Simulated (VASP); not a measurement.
Wanted: the native input for a VASP 6.6.1 run.

- Task: single point
- Functional: PBE
- Potentials or basis: VASP PAW PBE potentials, release 64 (Cs_sv, As)
- Cutoff: 520 eV
- k mesh: 6 × 6 × 6
- Occupations: fermi-dirac, width 0.05 eV
- Spin: no spin polarisation
- Further INCAR settings: ALGO = Normal; EDIFF = 1e-07; NBANDS = 14

The structure of CsAs lies in POSCAR:

```
CsAs
1.0
    4.2949400000      0.0000000000      0.0000000000
    0.0000000000      4.2949400000      0.0000000000
    0.0000000000      0.0000000000      4.2949400000
Cs As
1 1
Direct
    0.0000000000      0.0000000000      0.0000000000
    0.5000000000      0.5000000000      0.5000000000
```

The cell was built by a generator and needn't be a form met in nature.

The input as run:

INCAR

```
PREC = Accurate
ENCUT = 520
EDIFF = 1E-7
ISMEAR = -1
SIGMA = 0.05
LREAL = False
LASPH = True
NELM = 80
ALGO = Normal
ISIF = 2
LWAVE = False
LCHARG = False
GGA = PE
NBANDS = 14
```

KPOINTS

```
Automatic mesh
0
Gamma
  6 6 6
```

Potentials or basis: VASP PAW PBE potentials, release 64 (Cs_sv, As).

Launch:

```bash
$ cat potpaw_PBE.64/Cs_sv/POTCAR potpaw_PBE.64/As/POTCAR > POTCAR
$ mpirun -np 1 vasp_std > vasp.out
```

Results of the run:

- Pressure: 0.0 GPa
- Band gap on the k mesh: none (metal or under the smearing width)

Wall time 16 s on 1 thread of Intel(R) Xeon(R) Platinum 8488C (Sapphire Rapids) (shared host), peak memory 0.18 GiB.
